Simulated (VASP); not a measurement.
Set up this calculation in VASP 6.6.1, as the native input.

- Task: relaxation of cell and atoms
- Functional: PBE
- Potentials or basis: VASP PAW PBE potentials, release 64 (Sb, As)
- Cutoff: 600 eV
- k mesh: 7 × 7 × 7
- Occupations: gaussian, width 0.05 eV
- Spin: no spin polarisation
- Further INCAR settings: ALGO = Normal; EDIFF = 1e-07; IBRION = 2; EDIFFG = -0.01; NSW = 60; ISIF = 3

The structure of SbAs2 lies in POSCAR:

```
SbAs2
1.0
    2.2079819900      1.2747789900      4.4011855000
   -2.2079819900      1.2747789900      4.4011855000
    0.0000000000     -2.5495579900      4.4011855000
Sb As
1 2
Direct
    0.0000000000      0.0000000000      0.0000000000
    0.7160461300      0.7160461300      0.7160461300
    0.2839538700      0.2839538700      0.2839538700
```

The cell was built by a generator and needn't be a form met in nature.

These files were run (other wordings do the same):

INCAR

```
PREC = Accurate
ENCUT = 600
EDIFF = 1E-7
ISMEAR = 0
SIGMA = 0.05
LREAL = F
LASPH = T
NELM = 80
ALGO = Normal
ISIF = 3
LWAVE = F
LCHARG = F
GGA = PE
IBRION = 2
NSW = 60
EDIFFG = -0.01
```

KPOINTS

```
Automatic mesh
0
Gamma
  7 7 7
```

Potentials or basis: VASP PAW PBE potentials, release 64 (Sb, As).

The run is started by

```sh
$ cat potpaw_PBE.64/Sb/POTCAR potpaw_PBE.64/As/POTCAR > POTCAR
$ mpirun -np 1 vasp_std > vasp.out
```

Results of the run:

| Quantity | Value |
| --- | --- |
| Relaxed volume | 22.97 Å³/atom |
| Relaxed cell | a = 4.176 Å, b = 4.176 Å, c = 4.176 Å, α = 78.39°, β = 78.39°, γ = 78.39° |
| Space group after relaxing (to 0.05 Å) | R-3m (No. 166) |
| Energy gained by relaxing | 653.0 meV/atom |
| Ionic steps | 42 |
| Pressure after relaxing | 0.0 GPa |
| Band gap on the k mesh | none (metal or under the smearing width) |

It took 13 min on 1 thread of Intel(R) Xeon(R) 6975P-C (Granite Rapids), on a shared host, peak memory 0.33 GiB.
